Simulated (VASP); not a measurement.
Computed with PBE GGA, VASP's PBE PAW potentials (set 64) (plane waves; VASP 6.6.1).

VASP ran on this input.

INCAR:
```
# general
SYSTEM = Li2S
PREC   = Accurate
ENCUT  = 520
LREAL  = .False.   # projection in real space or not
LASPH  = .True.

# electronic loop
EDIFF  = 1E-7   # SCF stop (eV)
NELM   = 100
ALGO   = Normal

# smearing
ISMEAR = 0   # Gaussian
SIGMA  = 0.05

# functional
GGA    = PE   # PBE

# ions
ISIF   = 2   # forces and stress, cell fixed

# output
LWAVE  = .False.
LCHARG = .False.
```

POSCAR:
```
Li2S
4.073540
  0.0000000000   0.7071067896   0.7071067896
  0.7071067896   0.0000000000   0.7071067896
  0.7071067896   0.7071067896   0.0000000000
Li S
2 1
Direct
  0.2500000000   0.2500000000   0.2500000000
  0.7500000000   0.7500000000   0.7500000000
  0.0000000000   0.0000000000   0.0000000000
```

**KPOINTS**
```
Automatic mesh
0
Gamma
8 8 8
0 0 0
```

POTCAR, in this order: Li_sv S (PBE.64 set). Program: vasp_std.

Q: Estimate the energy per atom (σ→0), pressure, band gap (on the k-mesh).

A: 
energy per atom (σ→0): -3.997 eV/atom
band gap (on the k-mesh): 3.41 eV
pressure: -1.20 GPa

OSZICAR:
```
...
DAV:   9    -0.119907634019E+02    0.70907E-03   -0.23353E-03   766   0.280E-01    0.220E-01
DAV:  10    -0.119914369410E+02   -0.67354E-03   -0.15550E-03   628   0.241E-01    0.121E-01
DAV:  11    -0.119914290163E+02    0.79247E-05   -0.79114E-05   836   0.666E-02    0.353E-02
DAV:  12    -0.119914359079E+02   -0.68916E-05   -0.11894E-05   634   0.248E-02    0.317E-03
DAV:  13    -0.119914355823E+02    0.32555E-06   -0.19552E-06   930   0.927E-03    0.691E-03
DAV:  14    -0.119914354344E+02    0.14790E-06   -0.23907E-07   650   0.406E-03    0.157E-03
DAV:  15    -0.119914354985E+02   -0.64130E-07   -0.32480E-08   356   0.202E-03
   1 F= -.11991435E+02 E0= -.11991435E+02  d E =-.463908E-19
```

The compound is Li2S in the antifluorite structure. This cell is one point of a volume scan, at 1.03 of the reference volume.
